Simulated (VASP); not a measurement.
A cell of Ir (fcc) near equilibrium:

```
CELL_PARAMETERS angstrom
      0.00000     1.91661     1.91661
      1.91661     0.00000     1.91661
      1.91661     1.91661     0.00000
ATOMIC_POSITIONS crystal
  Ir 0.00000 0.00000 0.00000
```

These are PBEsol GGA, VASP's PBE PAW potentials (set 64) (plane waves; VASP) values and carry that method's errors.

```
run               ΔE (meV/atom)    σxx    σyy    σzz  largest shear component, with its sign (GPa)  largest force (eV/Å)
----------------  -------------  -----  -----  -----  --------------------------------------------  --------------------
as it is                    0.0   0.30   0.30   0.30                                          0.00                 0.000
after one change            1.6  -2.27  -4.11  -4.11                                          0.00                 0.000
```
Stress is in GPa, positive when the cell is compressed.

Q: Name the change that produced these shifts.
A) biaxial strain of +0.5 % in the yz plane
B) uniaxial strain of -1.0 % along z
C) uniaxial strain of +0.5 % along x
D) biaxial strain of +1.5 % in the xz plane

A: A, biaxial strain of +0.5 % in the yz plane

The compound is Ir in the fcc structure.
